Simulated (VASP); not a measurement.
The input files of a VASP run:

POSCAR:
```
SiC
3.1313380
  1.0000000000   0.0000000000   0.0000000000
 -0.5000000000   0.8660256414   0.0000000000
  0.0000000000   0.0000000000   3.2737440034
Si C
4 4
Cartesian
  0.0000000000   0.0000000000   0.0000000000
  0.0000000000   0.0000000000   1.6368720017
  0.5000005000   0.2886749251   2.4558972764
 -0.0000005000   0.5773507163   0.8190252748
  0.0000000000   0.0000000000   2.6588039298
  0.0000000000   0.0000000000   1.0219319281
  0.5000005000   0.2886749251   1.8440672597
 -0.0000005000   0.5773507163   0.2071952580
```

**KPOINTS**
```
Automatic mesh
0
Gamma
8 8 8
0 0 0
```

### INCAR
```
! general
SYSTEM = SiC
PREC   = Accurate
ENCUT  = 200
LREAL  = .False.
LASPH  = .True.

! electronic loop
EDIFF  = 1E-6
NELM   = 100
ALGO   = Normal

! smearing
ISMEAR = -1
SIGMA  = 0.136

! functional
GGA    = RE

! ions
ISIF   = 2

! output
LWAVE  = .False.
LCHARG = .False.
```

POTCAR, in this order: Si C (PBE.64 set). Program: vasp_std.

Problem. Translate this revPBE calculation to Ansatz.

Solution. One equivalent input (not run):
Ansatz 0.2 input:
```yaml
crystal:
  lattice:
    - [3.1313380, 0.0000000, 0.0000000]
    - [-1.5656690, 2.7118190, 0.0000000]
    - [0.0000000, 0.0000000, 10.2511990]
  atoms:
    - { symbol: Si, position: [0.0000000, 0.0000000, 0.0000000] }
    - { symbol: Si, position: [0.0000000, 0.0000000, 0.5000000] }
    - { symbol: Si, position: [0.6666670, 0.3333330, 0.7501800] }
    - { symbol: Si, position: [0.3333330, 0.6666670, 0.2501800] }
    - { symbol: C, position: [0.0000000, 0.0000000, 0.8121600] }
    - { symbol: C, position: [0.0000000, 0.0000000, 0.3121600] }
    - { symbol: C, position: [0.6666670, 0.3333330, 0.5632900] }
    - { symbol: C, position: [0.3333330, 0.6666670, 0.0632900] }
kpoints:
  mp_grid: { grid: [8, 8, 8] }
hamiltonian:
  xc: revpbe
  pseudopotentials: { kind: paw }
scf:
  occupations: { method: fermi_dirac, width: 0.136 }
  max_iter: 100
output: { forces: true, stress: true, eigenvalues: true }
```
What does not carry over: each code has its own PAW files, so the cut-off isn't converted (ENCUT is set for VASP's; basis.ecutwfc is left out, and Ansatz then takes the one that its files recommend); Ansatz stops its SCF on the density residual and VASP on the energy change (EDIFF).

The structure was generated: SiC was put into an ordered model structure, which need not be its known phase. The cell was not relaxed at this level. The run is one of a series of settings (ENCUT = 200, SIGMA = 0.136, KPOINTS 8×8×8 Γ-centred mesh against the base run), some of them coarse on purpose.
